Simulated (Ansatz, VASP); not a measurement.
# CoSi2 in two plane-wave programs, part 2 of 2

One calculation is typed for both programs; each brings its own data sets. How far apart do they land? The cell is taken from a series of runs on this material, whose earlier steps may have relaxed, scaled, displaced or heated it; both programs get it as it stands.

VASP 6.6.1 and Ansatz 0.2.0.

So far: The starting structure; VASP: zone-centre phonons, PBEsol.

### 3. Ansatz: zone-centre phonons, PBEsol

Level of this step: Ansatz beside VASP: Kohn-Sham DFT, plane waves, PBEsol (Ansatz).

Ansatz runs on its PAW soft_1 files.

The same cell, functional, mesh and smearing now go to Ansatz, which takes its cutoff from its data sets.

File input.yaml:

```yaml
crystal:
  lattice:
    - [0.0, 2.6473910946, 2.6473910946]
    - [2.6473910946, 0.0, 2.6473910946]
    - [2.6473910946, 2.6473910946, 0.0]
  atoms:
    - { symbol: Si, position: [0.25, 0.25, 0.25] }
    - { symbol: Si, position: [0.75, 0.75, 0.75] }
    - { symbol: Co, position: [0.0, 0.0, 0.0] }
kpoints:
  mp_grid: { grid: [16, 16, 16] }
hamiltonian:
  xc: pbesol
  pseudopotentials: { kind: paw, azcp: { folder: soft_1 }, xc_functional: pbe }
scf:
  occupations: { method: methfessel_paxton, width: 0.2 }
output:
  eigenvalues: true
phonons:
  method: dfpt
```

Launch:

```
$ ansatz run input.yaml --threads 4 --pin off --max-ram 10240MiB --backend cpu --events-out ev --progress --plain --runs-dir out
```

Numbers of over 12 decimals in the logs are rounded to 6 here.

The program printed:

```text
zone centre: on kpoints.mp_grid the ground state, and the responses unless they are solved on pairs of k-points, stand on 349 of the mesh's 4096 k-points, reduced under 8 symmetry operations, with k and −k counted as one. Each operation leaves every solved displacement unchanged or reverses it
Engine: ansatz 0.2.0, x86_64-unknown-linux-gnu
Pseudopotentials: kind: paw
Pseudopotential: Si, paw, valence charge 4, recommended cutoff 420 eV (normal), soft_1/Si.paw.azcp
Pseudopotential: Co, paw, valence charge 17, recommended cutoff 420 eV (normal), soft_1/Co.paw.azcp
Functional definition: PBEsol
  exchange = pbesol_x
  correlation = pbesol_c
Crystal: 3 atoms, lattice volume = 37.109 Å³
Basis set: ecut = 420 eV, 725 PW (Γ), exchange–correlation on 54×54×54 points (8 copies of the dense FFT grid, shifted against one another)
Bands: 17, of which v1, the nominal top of the filled ones, is band 13 counted from 1 (12 counted from 0)
Symmetry: 48 space group operations
k-points: 349 of 4096 (irreducible under 8 space group operations, time reversal used)
Non-local potential: Si, projectors of the file, l = 0: 2, l = 1: 2, l = 2: 1
Non-local potential: Co, projectors of the file, l = 0: 3, l = 1: 2, l = 2: 3, l = 3: 1
PAW form: soft (Blöchl's): semilocal exchange-correlation on the pseudo side does not see the compensation charge
PAW frozen core: Si, regenerated for the run's functional, and the local potential with it (the file was generated under x = pbe(κ = 0.804, μ = 0.219515), c = pbe(β = 0.066725))
PAW frozen core: Co, regenerated for the run's functional, and the local potential with it (the file was generated under x = pbe(κ = 0.804, μ = 0.219515), c = pbe(β = 0.066725))
PAW one-centre angular grid: Si, 110 points (default); XC on 64 Gauss nodes
PAW one-centre angular grid: Co, 590 points (default); XC on 64 Gauss nodes
Initial density: superposition of atomic densities (chi_scale 0.1, normalization cell, long waves kept (reshape's long-wave potential 0.00 eV rms))
Initial wavefunctions: pseudopotential atomic-orbital guess
Functional: x = pbesol(κ = 0.804, μ = 0.123457), c = pbesol(β = 0.046)
SCF iter   1: F=—  HF=-6338.935987 eV  |F-HF|=—  |Δ(HF+E_count)|=         —  Δρ=1.37e-1  dr2=7.79e0  ethr=3.10e-3  ⟨swp⟩=5.1  Hψ=30152  notcnv=0
preconditioner: auto → Kerker (q_TF=auto, 2.554 Å⁻¹)  [metal: Δε(μ)=0.041 eV  Ē_g=8.975 eV  σ=0.200 eV  W_gap=0.17  n_scr=14 (ndim 8)  ℏωp=25.1 eV  f_vac=0.000  D(μ)=0.94/eV (n_scr^D=8)]
SCF iter   2: F=—  HF=-6338.211880 eV  |F-HF|=—  |Δ(HF+E_count)|=   7.24e-1  S|Δr|=    0.00e0  Δρ=5.94e-2  dr2=2.02e0  ethr=3.10e-3  ⟨swp⟩=2.8  Hψ=12472  notcnv=0  defer=77
SCF iter   3: F=—  HF=-6337.748881 eV  |F-HF|=—  |Δ(HF+E_count)|=   4.63e-1  S|Δr|=    0.00e0  Δρ=2.11e-2  dr2=2.29e-1  ethr=3.10e-3  ⟨swp⟩=2.1  Hψ=10279  notcnv=0  defer=77
SCF iter   4: F=—  HF=-6337.720942 eV  |F-HF|=—  |Δ(HF+E_count)|=   2.79e-2  S|Δr|=    0.00e0  Δρ=9.65e-3  dr2=2.49e-2  ethr=9.15e-4  ⟨swp⟩=1.2  Hψ=8799  notcnv=0  defer=73
SCF iter   5: F=—  HF=-6337.720237 eV  |F-HF|=—  |Δ(HF+E_count)|=   7.06e-4  S|Δr|=    0.00e0  Δρ=3.33e-3  dr2=5.31e-3  ethr=9.97e-5  ⟨swp⟩=1.1  Hψ=6138  notcnv=0  defer=69
SCF iter   6: F=—  HF=-6337.719503 eV  |F-HF|=—  |Δ(HF+E_count)|=   7.33e-4  S|Δr|=    0.00e0  Δρ=8.56e-4  dr2=4.51e-4  ethr=2.12e-5  ⟨swp⟩=1.0  Hψ=5929  notcnv=0  defer=69
SCF iter   7: F=—  HF=-6337.719488 eV  |F-HF|=—  |Δ(HF+E_count)|=   1.50e-5  S|Δr|=    0.00e0  Δρ=1.39e-4  dr2=1.19e-5  ethr=1.80e-6  ⟨swp⟩=2.2  Hψ=8839  notcnv=0  defer=69
SCF iter   8: F=—  HF=-6337.719486 eV  |F-HF|=—  |Δ(HF+E_count)|=   2.32e-6  S|Δr|=    0.00e0  Δρ=1.45e-5  dr2=1.29e-7  ethr=4.75e-8  ⟨swp⟩=2.1  Hψ=7435  notcnv=0  defer=69
SCF iter   9: F=—  HF=-6337.719487 eV  |F-HF|=—  |Δ(HF+E_count)|=   4.93e-7  S|Δr|=    0.00e0  Δρ=2.75e-6  dr2=2.42e-9  ethr=5.16e-10  ⟨swp⟩=2.0  Hψ=8639  notcnv=0  defer=69
SCF iter  10: F=-6337.719487 eV  HF=-6337.719487 eV  |F-HF|=1.82e-12  |Δ(HF+E_count)|=  1.24e-10  S|Δr|=    0.00e0  Δρ=1.88e-7  dr2=6.26e-12  ethr=1.00e-12  ⟨swp⟩=5.9  Hψ=32391  notcnv=0
SCF 1 converged in 10 iterations: F = -6337.719487 eV  dr2 = 6.26e-12
  greatest PAW one-centre occupation: 1.000 electrons in one spin orbital (limit 2), on the Co atom at site 2 (counted from 0), in its partial waves of l = 1
DFPT response loops at Γ: preconditioner auto → Kerker (q_TF=auto, 2.554 Å⁻¹) (partly filled bands, converged f_vac=0.000); β = 1.00, the filter's whole step (`scf.mixing.beta` (0.50) is not read by the response loops under this deck's `scf.mixing.preconditioner`; to damp them name `kerker` or `kerker_dos`, under which they read `scf.mixing.beta`, and type it under 1.00, their step now; both keys bind the ground state too); Broyden in place of MSR1
SCF converged after 10 iterations
Stability not checked: this state was not tested for a lower state beside it, because cold or Methfessel-Paxton smearing, or corrected tetrahedra, fill the levels in a way that the test cannot read (fill_not_monotonic; see scf.lower_state_search)
Free energy (F): -6337.719487 eV
Harris-Foulkes:  -6337.719487 eV  (|F-HF|=1.82e-12)
Internal energy: -6337.720245 eV  (E = F + TS)
E sigma→0 (E₀):  -6337.719676 eV
Entropy (-TS):   0.000758 eV (0.253 meV/atom)
Fermi energy:    13.315427 eV
--- Per-component energies (eV) ---
  E_band       = -273.787204
  E_kinetic    = 386.635320
  E_local      = -3871.490184  (includes V_loc(G=0)·N_el)
  E_nonlocal   = 481.385484
  E_hartree    = 1756.655061
  E_xc         = -209.140846
  E_vxc        = -221.610098  (∫ρ·V_xc dr)
  E_paw        = -2536.724077  (= ΣΔE_a)
  E_vpaw       = -562.017762  (= ΣTr[D̂ρ^β])
  E_aug_tail   = 0.000032  (compensation charges beyond the density's cutoff)
  E_ewald      = -2345.292576
  E_core_change = 0.251541  (= ΣΔE_core)
  E_smearing   = 0.000758  (= −TS)
  E_closure    = 0.000000  (closes the sum)
  Σ components = -6337.719487   (vs F -6337.719487, Δ=0.00e0)
--- Band table (eV; the first three rows and the last of 349) ---
  k-point 0: bands = [... 9 lower, 11.3134, 14.4530, 16.7611, 16.7611, 16.7611, 16.9180, 16.9180, 16.9180]
  k-point 1: bands = [... 9 lower, 11.2939, 14.4901, 15.7055, 16.2572, 16.2572, 17.4538, 17.4538, 18.0331]
  k-point 2: bands = [... 9 lower, 11.2443, 14.1147, 15.2332, 15.7016, 15.7016, 17.9214, 17.9214, 18.6431]
  k-point 348: bands = [... 9 lower, 10.9264, 11.2705, 11.7993, 12.6280, 17.1392, 17.1392, 19.1415, 20.0502]
--- Phonons (Γ-DFPT): 2 representative perturbations + reference, on 349 of 4096 k-points (Σ response iterations 6) ---
  k mesh reduced under 8 symmetry operations, with k and −k counted as one. Each operation leaves every solved displacement unchanged or reverses it
  ASR residual: 3.233e-5 → 0.000e0 eV/Å²; symmetrization residual: 4.131e-7 eV/Å²
  ASR residual per site (eV/Å²): 3.23e-5 3.23e-5 6.39e-6
  Γ frequencies (cm⁻¹): 0.00 0.00 0.00 348.94 348.94 348.94 350.02 350.02 350.02
  non-analytic LO–TO correction: not included (Born effective charges unavailable; polar crystals: no LO–TO splitting at Γ)
```

### 4. Side by side

Known differences besides the potentials themselves: the data sets hold 25 valence electrons in Ansatz (on its PAW soft_1 files) and 17 in VASP; the cutoff is 420 eV in Ansatz and 600 eV in VASP; Ansatz makes its cores anew for this functional, VASP keeps those of its PBE data sets. Total energies have different zeros and are not compared.

Both answers:

| quantity | Ansatz | VASP | difference |
| --- | --- | --- | --- |
| optical mode 1 to 3 (cm⁻¹) | 348.9 | 349.9 | -0.28 % |
| optical mode 4 to 6 (cm⁻¹) | 350.0 | 352.2 | -0.61 % |

Modes are paired by rising frequency, not by their patterns, so a pair may set unlike modes beside each other; they are those without the splitting of longitudinal modes.

### 5. Outcome

```
r.m.s. difference of the optical zone-centre modes, each program's sorted by frequency (zone-centre phonons, PBEsol) : 1.7 cm⁻¹
difference in optical mode 4 to 6 (zone-centre phonons, PBEsol)                                                      : -0.6 %
```

**Reading.** The r.m.s. difference of the optical zone-centre modes, each program's sorted by frequency is 1.7 cm⁻¹ (zone-centre phonons, PBEsol). The data sets hold unlike numbers of valence electrons (25 in Ansatz and 17 in VASP), so part of the differences comes from the potentials. Among the rows given in per cent, the largest difference of the zone-centre phonons, PBEsol pair is in optical mode 4 to 6, -0.6 %. How closely two codes agree says nothing of how well the functional describes the real material.

[Lines on the potential files, build, host, timing and source positions are cut from VASP's logs without a mark.]

[Logs are printed without paths, hosts, clocks, repeated set-up lines and the standing remarks that a program may print on its own settings, such as how far it seeks lower states.]

[Hosts, paths, dates, database ids (printed as entryN), source tags and the programs' standing remarks are cut or masked in the printed files.]
